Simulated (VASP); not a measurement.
OSZICAR of a VASP run on Al$_{2}$Cu (space group P4/mmm):

OSZICAR:
```
       N       E                     dE             d eps       ncg     rms          rms(c)
DAV:   1     0.642249025291E+02    0.64225E+02   -0.61002E+03  1440   0.124E+03
DAV:   2    -0.124723987252E+02   -0.76697E+02   -0.71207E+02  1448   0.236E+02
DAV:   3    -0.153548910314E+02   -0.28825E+01   -0.27612E+01  1928   0.600E+01
DAV:   4    -0.154145523996E+02   -0.59661E-01   -0.59598E-01  1800   0.690E+00
DAV:   5    -0.154164795776E+02   -0.19272E-02   -0.19270E-02  2072   0.132E+00    0.136E+01
DAV:   6    -0.166883519827E+02   -0.12719E+01   -0.49441E+01  1700   0.267E+02    0.107E+01
DAV:   7    -0.133230587284E+02    0.33653E+01   -0.12045E+01  1716   0.111E+02    0.178E+00
DAV:   8    -0.133056542063E+02    0.17405E-01   -0.18490E+00  2156   0.426E+01    0.241E+00
DAV:   9    -0.132162651652E+02    0.89389E-01   -0.40282E-01  1884   0.236E+01    0.200E-01
DAV:  10    -0.132188796970E+02   -0.26145E-02   -0.16958E-02  2228   0.386E+00    0.309E-01
DAV:  11    -0.132170981633E+02    0.17815E-02   -0.14343E-02  1912   0.460E+00    0.113E-01
DAV:  12    -0.132168842269E+02    0.21394E-03   -0.93916E-04  2164   0.994E-01    0.355E-02
DAV:  13    -0.132168639741E+02    0.20253E-04   -0.57662E-05  2272   0.225E-01    0.132E-02
DAV:  14    -0.132168609669E+02    0.30072E-05   -0.18579E-05  2124   0.151E-01    0.268E-03
DAV:  15    -0.132168610109E+02   -0.43928E-07   -0.92277E-07  1744   0.977E-03    0.279E-03
DAV:  16    -0.132168609807E+02    0.30193E-07   -0.49852E-08  1828   0.633E-03    0.203E-03
DAV:  17    -0.132168609608E+02    0.19901E-07   -0.26775E-08  1532   0.417E-03    0.500E-04
DAV:  18    -0.132168609558E+02    0.50081E-08   -0.15407E-08   984   0.439E-03
   1 F= -.13216861E+02 E0= -.13216667E+02  d E =-.132169E+02
```

Which electronic solver shows in the log?

It is blocked Davidson (ALGO = Normal, or the opening steps of other solvers). The INCAR had ALGO = Normal.

Can the final energy be trusted as converged?

The run converged. It stopped with EDIFF = 1E-8, NELM = 100, NSW = 30 and EDIFFG = -0.001 after 1 ionic step (LDA (Ceperley-Alder, Perdew-Zunger), plane waves, VASP's LDA PAW potentials (set 64)).

The structure comes from a computed database's Al2Cu entry (P4/mmm); how it stands against other phases isn't given here. It was relaxed first, which changed the volume by -5 %. The start is the result of an earlier pass. The electron count is odd and the run is not spin-polarised, which forces a metal.
